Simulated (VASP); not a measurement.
## SiC (Moissanite 3C): GW quasiparticle gap

Wanted: how far GW moves the Kohn-Sham levels of SiC (Moissanite 3C). The cell is of the zinc-blende type, one of the forms listed for this formula. The start is a cell from a database of measured crystal structures.

Main program and level: VASP 6.6.1; PBE; plane waves and PAW (Si_GW, C_GW), in the first sound run; inputs show where later runs differ.

Report form: the programs' logs are mostly left out.

### Step 1. Starting point

Symmetry: F-43m, No. 216, cubic system. The conventional cell has a = 4.358 Å, b = 4.358 Å, c = 4.358 Å, α = 90.00°, β = 90.00°, γ = 90.00°. Nearest to Si lie 4 C at 1.89 Å. C has 4 Si at 1.89 Å nearest. Farther neighbours are not listed.

### Step 2. Ground state

The orbitals come from a self-consistent PBE run with a tight EDIFF and a narrow smearing. KPOINTS_OPT adds the bands along a path, which shows whether the mesh holds the band edges.

Contents of INCAR:

```
SYSTEM = SiC
PREC = Accurate
ENCUT = 440
EDIFF = 1E-08
NELM = 100
ISMEAR = 0
SIGMA = 0.01
LREAL = .FALSE.
ALGO = Normal
GGA = PE
NBANDS = 10
LORBIT = 11
LWAVE = .TRUE.
LCHARG = .FALSE.
KPAR = 8
```

Contents of POSCAR:

```
SiC
1.0
    0.0000000000      2.1790000000      2.1790000000
    2.1790000000      0.0000000000      2.1790000000
    2.1790000000      2.1790000000      0.0000000000
Si C
1 1
Direct
    0.0000000000      0.0000000000      0.0000000000
    0.2500000000      0.2500000000      0.2500000000
```

Contents of KPOINTS:

```
Automatic mesh
0
Gamma
6 6 6
0 0 0
```

Contents of KPOINTS_OPT:

```
Line mode
12
Line-mode
Reciprocal
  0.00000000   0.00000000   0.00000000 GAMMA
  0.50000000   0.00000000   0.50000000 X

  0.50000000   0.00000000   0.50000000 X
  0.50000000   0.25000000   0.75000000 W

  0.50000000   0.25000000   0.75000000 W
  0.37500000   0.37500000   0.75000000 K

  0.37500000   0.37500000   0.75000000 K
  0.00000000   0.00000000   0.00000000 GAMMA

  0.00000000   0.00000000   0.00000000 GAMMA
  0.50000000   0.50000000   0.50000000 L

  0.50000000   0.50000000   0.50000000 L
  0.62500000   0.25000000   0.62500000 U

  0.62500000   0.25000000   0.62500000 U
  0.50000000   0.25000000   0.75000000 W

  0.50000000   0.25000000   0.75000000 W
  0.50000000   0.50000000   0.50000000 L

  0.50000000   0.50000000   0.50000000 L
  0.37500000   0.37500000   0.75000000 K

  0.62500000   0.25000000   0.62500000 U
  0.50000000   0.00000000   0.50000000 X
```

Potentials, in the order of the species: Si_GW and C_GW (PBE family, release 64).

Run with:

```console
$ mpirun -np 8 vasp_std
```

The job ended after 4.6 s (8 MPI ranks of AMD EPYC 7R43, shared host; peak memory 0.9 GiB; 32 s of CPU time).

Numbers from this step:

```yaml
free_energy_toten: -15.03 eV
fermi_energy: 7.919 eV
pressure: 2.182 GPa
least_gap_on_mesh_and_path: 1.346 eV
least_direct_gap_on_mesh_and_path: 4.539 eV
```

The highest empty bands on the path are converged less tightly, to about 0.1 eV. The electronic bands at the labelled points (eV, zero at the valence-band top; v1 is the highest filled band, c1 the lowest empty one):

```
          point     v3     v2     v1    c1    c2     c3     c4
              Γ   0.00   0.00   0.00  6.22  7.29   7.29   7.29
0.55 of the way  -3.81  -2.14  -2.14  3.63  5.98  11.00  11.00
              X  -7.81  -3.19  -3.19  1.35  4.31  14.02  14.02
0.45 of the way  -7.55  -3.95  -3.95  2.80  5.73  12.24  13.57
              W  -7.03  -5.00  -4.70  5.20  9.43   9.45   9.76
0.45 of the way  -7.15  -5.34  -3.71  4.36  8.14  10.31  11.46
              K  -7.28  -5.55  -2.60  3.10  7.76  11.84  12.45
0.45 of the way  -4.92  -3.33  -0.69  6.47  8.06   8.41   9.20
              Γ   0.00   0.00   0.00  6.22  7.29   7.29   7.29
0.45 of the way  -3.77  -0.53  -0.53  6.07  7.92   7.92   9.10
              L  -8.55  -1.06  -1.06  5.42  7.22   7.22  10.05
0.55 of the way  -7.91  -3.70  -1.82  4.56  8.33   9.23  11.07
              U  -7.28  -5.55  -2.60  3.10  7.76  11.84  12.45
0.55 of the way  -7.15  -5.34  -3.71  4.36  8.14  10.31  11.46
              W  -7.03  -5.00  -4.70  5.20  9.43   9.45   9.76
0.55 of the way  -7.95  -3.40  -2.06  5.32  7.12   9.72  11.06
              L  -8.55  -1.06  -1.06  5.42  7.22   7.22  10.05
0.55 of the way  -7.91  -3.70  -1.82  4.56  8.33   9.23  11.07
              K  -7.28  -5.55  -2.60  3.10  7.76  11.84  12.45
      jump to U  -7.28  -5.55  -2.60  3.10  7.76  11.84  12.45
0.55 of the way  -7.67  -4.09  -3.07  1.99  5.12  13.44  13.63
              X  -7.81  -3.19  -3.19  1.35  4.31  14.02  14.02
```

Of the projections kept (Si, C), the largest for each band there; the rest of the weight can lie on other orbitals:

```
point       v3      v2       v1       c1       c2       c3       c4
    Γ   C 0.74  C 0.74   C 0.74   C 0.78  Si 0.98  Si 0.98  Si 0.98
    X  Si 0.66  C 0.58   C 0.58  Si 0.69  Si 0.92  Si 0.54  Si 0.54
    W  Si 0.69  C 0.57  Si 0.53   C 0.63  Si 0.75  Si 0.52  Si 0.82
    K  Si 0.67  C 0.51   C 0.59  Si 0.69  Si 0.60  Si 0.62  Si 0.50
    Γ   C 0.75  C 0.75   C 0.74   C 0.78  Si 0.98  Si 0.98  Si 0.98
    L  Si 0.61  C 0.67   C 0.67  Si 0.64  Si 0.93  Si 0.93   C 0.81
```

The cell has a gap of 1.35 eV on mesh and path and a pressure of +2.2 GPa, which holds the misfit of the given cell and coordinates with this functional, and any error of cutoff, mesh and data sets.

### Step 3. Empty bands, functional PBE

ALGO = Exact makes the empty bands from the converged ground state in one step. LOPTICS writes the k-derivatives of the orbitals (WAVEDER), which give the long-wavelength limit of the screening.

Contents of INCAR:

```
SYSTEM = SiC
PREC = Accurate
ENCUT = 440
ISMEAR = 0
SIGMA = 0.01
LREAL = .FALSE.
GGA = PE
NBANDS = 136
ALGO = Exact
NELM = 1
LWAVE = .TRUE.
LCHARG = .FALSE.
LOPTICS = .TRUE.
NEDOS = 1000
CSHIFT = 0.1
```

POSCAR is that of step 2.

KPOINTS is that of step 2.

Run with:

```console
$ mpirun -np 8 vasp_std
```

Wall time 3 s (8 MPI ranks); peak memory 0.68 GiB.

The gap is read on the k-mesh alone, so it is an upper bound where the band edges lie off the mesh.

A gap read on the k-mesh alone can miss the band edges.

This step gave:

| Quantity | Value |
| --- | --- |
| gap on the k-mesh | 1.346 eV |
| least direct gap on the k-mesh | 4.539 eV |

WAVECAR now holds 136 bands for 8 electrons. Its independent-particle dielectric tensor has xx, yy, zz = 7.8, 7.8, 7.8 on this mesh, which isn't tested for convergence in mesh or bands and lacks local fields.

### Step 4. evGW0

This step: evGW0 on PBE; plane waves and PAW (Si_GW, C_GW) (VASP 6.6.1).

The lowest NBANDSGW levels in G are updated for four passes while W stays fixed, so the result depends less on the starting levels.

Contents of INCAR:

```
SYSTEM = SiC
PREC = Accurate
ENCUT = 440
ISMEAR = 0
SIGMA = 0.01
LREAL = .FALSE.
GGA = PE
NBANDS = 136
ALGO = EVGW0
NELMGW = 4
ENCUTGW = 200
NOMEGA = 48
PRECFOCK = Fast
NBANDSGW = 16
LWAVE = .FALSE.
LCHARG = .FALSE.
```

POSCAR is that of step 3.

KPOINTS is that of step 3.

Run with:

```console
$ mpirun -np 8 vasp_std
```

It took 5.8 min on 8 MPI ranks; peak memory 1.4 GiB; 46 min of CPU time.

Numbers from this step:

```
quasiparticle gap on the mesh                 : 2.386 eV
smallest direct quasiparticle gap on the mesh : 5.847 eV
gap of the starting orbitals on the mesh      : 1.346 eV
```

QP gap by iteration, by row:

```
iteration  gap (eV)  direct gap (eV)
        1     2.232            5.637
        2     2.362            5.813
        3     2.383            5.842
        4     2.386            5.848
```

GW takes the gap from 1.346 to 2.386 eV. The last pass still moved it by +3 meV. The value holds for 136 bands, ENCUTGW = 200 eV and this mesh, and isn't shown to be converged in them.

### Step 5. QPGW0

This step: QPGW0 on PBE; plane waves and PAW (Si_GW, C_GW) (VASP 6.6.1).

Here the orbitals are updated too, by diagonalising a Hermitian self-energy in the bands up to NBANDSGW.

INCAR: that of step 4 with these lines changed.

```diff
@@ -8,3 +8,3 @@
 NBANDS = 136
-ALGO = EVGW0
+ALGO = QPGW0
 NELMGW = 4
@@ -13,3 +13,3 @@
 PRECFOCK = Fast
-NBANDSGW = 16
+NBANDSGW = 24
 LWAVE = .FALSE.
```

POSCAR is that of step 4.

KPOINTS is that of step 4.

Run with:

```console
$ mpirun -np 8 vasp_std
```

Elapsed: 22 min, on 8 MPI ranks; peak memory 2.1 GiB; 2.9 h of CPU time.

### Step 6. Orbitals for another starting point

This step: PBE; plane waves and PAW (Si_GW, C_GW) (VASP 6.6.1).

A hybrid converges faster from good orbitals, so a cheap PBE run writes WAVECAR first.

Contents of INCAR:

```
SYSTEM = SiC
PREC = Accurate
ENCUT = 440
EDIFF = 1E-05
NELM = 100
ISMEAR = 0
SIGMA = 0.01
LREAL = .FALSE.
ALGO = Normal
GGA = PE
NBANDS = 10
LORBIT = 11
LWAVE = .TRUE.
LCHARG = .FALSE.
KPAR = 8
```

POSCAR is that of step 5.

KPOINTS is that of step 5.

Run with:

```console
$ mpirun -np 8 vasp_std
```

Wall time 2.6 s (8 MPI ranks); peak memory 0.89 GiB.

Numbers from this step:

```
Fermi energy                   : 7.918 eV
pressure                       : 2.205 GPa
least direct gap on the k-mesh : 4.540 eV
```

The run ends at a pressure of 2.20 GPa.

### Step 7. Another starting point

This step: HSE06; plane waves and PAW (Si_GW, C_GW) (VASP 6.6.1).

To see how much the result owes to its start, the ground state is made again with HSE06. A small SIGMA keeps every occupation at zero or full.

Contents of INCAR:

```
SYSTEM = SiC
PREC = Accurate
ENCUT = 440
EDIFF = 1E-08
NELM = 100
ISMEAR = 0
SIGMA = 0.01
LREAL = .FALSE.
ALGO = Normal
LHFCALC = .TRUE.
AEXX = 0.25
GGA = PE
HFSCREEN = 0.2
LASPH = .TRUE.
NBANDS = 10
PRECFOCK = Fast
LORBIT = 11
LWAVE = .TRUE.
LCHARG = .FALSE.
KPAR = 8
```

POSCAR is that of step 6.

KPOINTS is that of step 6.

The WAVECAR or CHGCAR of an earlier step is read.

Run with:

```console
$ mpirun -np 8 vasp_std
```

Wall time 54 s (8 MPI ranks); peak memory 1.5 GiB; 7.1 min of CPU time.

The PAW data sets were made with PBE, which is usual practice but a small mismatch for other functionals.

Numbers from this step:

- free energy (TOTEN): -17.42 eV
- Fermi energy: 7.239 eV
- gap on the k-mesh: 2.244 eV
- least direct gap on the k-mesh: 5.746 eV

### Step 8. Empty bands, functional HSE06

The next step needs empty bands that the ground-state run didn't converge, so the Hamiltonian is diagonalised exactly for NBANDS bands, in a single step. LOPTICS writes the k-derivatives of the orbitals (WAVEDER), which give the long-wavelength limit of the screening.

Contents of INCAR:

```
SYSTEM = SiC
PREC = Accurate
ENCUT = 440
ISMEAR = 0
SIGMA = 0.01
LREAL = .FALSE.
LHFCALC = .TRUE.
AEXX = 0.25
GGA = PE
HFSCREEN = 0.2
LASPH = .TRUE.
NBANDS = 136
PRECFOCK = Fast
ALGO = Exact
NELM = 1
LWAVE = .TRUE.
LCHARG = .FALSE.
LOPTICS = .TRUE.
NEDOS = 1000
CSHIFT = 0.1
```

POSCAR is that of step 7.

KPOINTS is that of step 7.

The WAVECAR or CHGCAR of an earlier step is read.

Run with:

```console
$ mpirun -np 8 vasp_std
```

Run time: 5.3 min. Hardware: 8 MPI ranks; peak memory 1.7 GiB; 42 min of CPU time.

### Step 9. G0W0

This step: G0W0 on HSE06; plane waves and PAW (Si_GW, C_GW) (VASP 6.6.1).

One pass of GW corrects the levels to first order, with G and W from the starting orbitals.

Contents of INCAR:

```
SYSTEM = SiC
PREC = Accurate
ENCUT = 440
ISMEAR = 0
SIGMA = 0.01
LREAL = .FALSE.
LHFCALC = .TRUE.
AEXX = 0.25
GGA = PE
HFSCREEN = 0.2
LASPH = .TRUE.
NBANDS = 136
PRECFOCK = Fast
ALGO = EVGW0
NELMGW = 1
ENCUTGW = 200
NOMEGA = 48
NBANDSGW = 16
LWAVE = .FALSE.
LCHARG = .FALSE.
```

POSCAR is that of step 8.

KPOINTS is that of step 8.

The WAVECAR or CHGCAR of an earlier step is read.

Run with:

```console
$ mpirun -np 8 vasp_std
```

Run time: 1.8 min. Hardware: 8 MPI ranks; peak memory 2.1 GiB; 14 min of CPU time.

Numbers from this step:

```yaml
quasiparticle_gap_on_the_mesh: 2.626 eV
smallest_direct_quasiparticle_gap_on_the_mesh: 6.128 eV
gap_of_the_starting_orbitals_on_the_mesh: 2.244 eV
```

GW takes the gap from 2.244 to 2.626 eV. That is +394 meV against the one-shot pass on PBE. The value holds for 136 bands, ENCUTGW = 200 eV and this mesh, and isn't shown to be converged in them.

### Step 10. Summary

This step: GW series: evGW0 on PBE, G0W0 on HSE06; plane waves and PAW (VASP 6.6.1).

Derived from the runs above.

Cost is wall time times ranks on a shared host, with the step that makes the empty bands. GW runs:

```
        level  bands  ENCUTGW (eV)  NOMEGA  k mesh  starting gap (eV)  quasiparticle gap (eV)  direct gap (eV)  cost (core minutes)
 evGW0 on PBE    136           200      48   6x6x6              1.346                   2.386            5.848                46.81
G0W0 on HSE06    136           200      48   6x6x6              2.244                   2.626            6.128                56.15
```

### Step 11. Results

```
evGW0 on PBE, 136 bands, ENCUTGW 200 eV, NOMEGA 48, mesh 6×6×6  : 1.346 → 2.386 eV
G0W0 on HSE06, 136 bands, ENCUTGW 200 eV, NOMEGA 48, mesh 6×6×6 : 2.244 → 2.626 eV
```

In words: evGW0 gives a quasiparticle gap of 2.386 eV on the mesh, 1.04 eV over the PBE gap on the same mesh. On mesh and path the starting valence top lies at Γ and the conduction bottom at (0.5, 0.5, 0), so the starting gap is indirect. Both points lie on the GW mesh. Over the final values of the levels run here the gap spans 2.39 to 2.63 eV. In evGW0 the first pass, which is the one-shot result, gives 2.232 eV and pass 4 gives 2.386 eV; the last pass changed the gap by +3 meV, so the loop is converged. One-shot gaps: 2.232 eV from PBE and 2.626 eV from HSE06. The starting gaps span 0.90 eV and the one-shot gaps 0.39 eV. Bands, response cutoff and mesh weren't tested for convergence. The gap at QPGW0 was not obtained, because its table couldn't be read. Not tabulated here, as repeats of values shown or as unfit to read for their mesh, reference level or band range: eps2 curves (empty bands); eps1 curves and static values (empty bands); gaps (empty bands).

[Lines on the potential files, build, host, timing and source positions are cut from VASP's logs without a mark.]

[Logs are printed without paths, hosts, clocks, repeated set-up lines and the standing remarks that a program may print on its own settings, such as how far it seeks lower states.]

[Hosts, paths, dates, database ids (printed as entryN), source tags and the programs' standing remarks are cut or masked in the printed files.]

[Pressures printed for these runs are not shown converged in the cutoff: they can be off by several GPa and have the wrong sign.]
